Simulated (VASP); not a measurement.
Here is a VASP 6.6.1 calculation.

The input INCAR:

```
PREC = Accurate
ENCUT = 520
EDIFF = 1E-6
ISMEAR = -1
SIGMA = 0.01
LREAL = Auto
LASPH = True
NELM = 100
ALGO = Fast
ISIF = 2
LWAVE = False
LCHARG = False
GGA = PE
NBANDS = 124
NELECT = 198.0
```

KPOINTS

```
Automatic mesh
0
Gamma
  1 1 1
  0.25 0.25 0.25
```

Contents of POSCAR:

```
Si12O24F
1.0
   -2.5104095100      4.3481568300      5.5092742100
    5.0208190300      0.0000000000      5.5092742100
    5.0208190300      8.6963136500      0.0000000000
Si O F
12 24 1
Direct
    0.4049040000      0.9284293300      0.0357853300
    0.9049040000      0.4284293300      0.2857853300
    0.0000000000      0.0000000000      0.2617626700
    0.5000000000      0.5000000000      0.0117626700
    0.0950960000      0.5715706700      0.4524520000
    0.5950960000      0.0715706700      0.2024520000
    0.4049040000      0.9284293300      0.5357853300
    0.9049040000      0.4284293300      0.7857853300
    0.0000000000      0.0000000000      0.7617626700
    0.5000000000      0.5000000000      0.5117626700
    0.0950960000      0.5715706700      0.9524520000
    0.5950960000      0.0715706700      0.7024520000
    0.0622038000      0.4766467000      0.3409667000
    0.5622038000      0.9766467000      0.0909667000
    0.0640233200      0.8081605100      0.3886982900
    0.5640233200      0.3081605100      0.1386982900
    0.1820486300      0.0234685400      0.1161971300
    0.6820486300      0.5234685400      0.3661971300
    0.3179513700      0.4765314600      0.4689557200
    0.8179513700      0.9765314600      0.2189557200
    0.4359766800      0.6918394900      0.0747902100
    0.9359766800      0.1918394900      0.3247902100
    0.4377962000      0.0233533000      0.3603919500
    0.9377962000      0.5233533000      0.1103919500
    0.0622038000      0.4766467000      0.8409667000
    0.5622038000      0.9766467000      0.5909667000
    0.0640233200      0.8081605100      0.8886982900
    0.5640233200      0.3081605100      0.6386982900
    0.1820486300      0.0234685400      0.6161971300
    0.6820486300      0.5234685400      0.8661971300
    0.3179513700      0.4765314600      0.9689557200
    0.8179513700      0.9765314600      0.7189557200
    0.4359766800      0.6918394900      0.5747902100
    0.9359766800      0.1918394900      0.8247902100
    0.4377962000      0.0233533000      0.8603919500
    0.9377962000      0.5233533000      0.6103919500
    0.5904240000      0.2429100000      0.8785450000
```

Potentials or basis: VASP PAW PBE potentials, release 64 (Si, O, F).

The run is started by

```sh
$ cat potpaw_PBE.64/Si/POTCAR potpaw_PBE.64/O/POTCAR potpaw_PBE.64/F/POTCAR > POTCAR
$ mpirun -np 1 vasp_std > vasp.out
```

(1) Estimate the largest force.

(2) Predict the band gap on the k mesh.

## Answers

(1) 1.013 eV/Å.

(2) 0.02 eV, direct.

Caveat: the cell carries a net charge on a neutralising background, which shifts energy and pressure; the cell is charged against a uniform background, so pressure and absolute levels hang on convention.
